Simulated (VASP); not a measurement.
Runs of VASP 6.6.1 on CsLi3O2. The structure is hexagonal, space group P6/mmm (No. 191). Conventional cell: a = 6.016 Å, b = 6.016 Å, c = 3.156 Å, α = 90.00°, β = 90.00°, γ = 120.00°. Cs (site symmetry 6/mmm) is surrounded by 2 Cs at 3.16 Å and 12 Li at 3.40 Å and 6 O at 3.47 Å. Li (site symmetry mmm) has 4 O at 2.35 Å as nearest neighbours. O (site symmetry -6m2) has 6 Li at 2.35 Å as nearest neighbours. The cell was built by a generator and needn't be a form met in nature.

```tsv
task	level	potentials or basis	spin	cell	k mesh	cutoff (eV)	smearing	atoms held fixed (from 0)	other keys	gap on the mesh (eV)	pressure (GPa)	relaxed volume (Å³/atom)
relaxation of cell and atoms	LDA	VASP PAW LDA potentials, release 64 (Cs_sv, Li_sv, O)	off	relaxed	5 × 5 × 8	600	gaussian 0.05 eV	-	-	0.55	-0.1	(a)
hyperfine couplings	RPBE	VASP PAW PBE potentials, release 64 (Cs_sv, Li_sv, O)	collinear, ferromagnetic start	as given	5 × 5 × 8	520	gaussian 0.1 eV	-	NELMIN = 8	0.53	-	-
relaxation of cell and atoms	PBE	VASP PAW PBE potentials, release 64 (Cs_sv, Li_sv, O)	off	relaxed	5 × 5 × 8	600	gaussian 0.05 eV	-	-	(b)	0.0	13.07
single point	PBE	VASP PAW PBE potentials, release 64 (Cs_sv, Li_sv, O)	off	as given	5 × 5 × 8	520	fermi-dirac 0.05 eV	-	-	0.49	-	-
relaxation of the atoms	LDA	VASP PAW LDA potentials, release 64 (Cs_sv, Li, O)	SOC, no magnetisation	atoms relaxed	4 × 4 × 6	500	fermi-dirac 0.02 eV	[0]	-	-	-9.6	-
```

Estimate the missing entries.

(a) 11.94; (b) 0.72.

Caveats: the cutoff is under 1.25 times the usual one of these potentials, so pressure, stress and relaxed cells hold a basis-set (Pulay) error (some runs); spin-orbit coupling is left out, which moves the levels of the heavy elements (some runs); an odd mesh through Γ misses points on the zone boundary, where band edges often lie (some runs); the volume moved by over 15 % at a fixed basis, so the end points are rough (some runs); the PAW data sets were made with another functional, which shifts forces and pressure a little (some runs); the relaxation stopped at its first step, so nothing moved (some runs).

A k mesh can miss the band edges, and rows without SOC leave out spin-orbit coupling on Cs.

The runs don't all hold the same shells in valence.
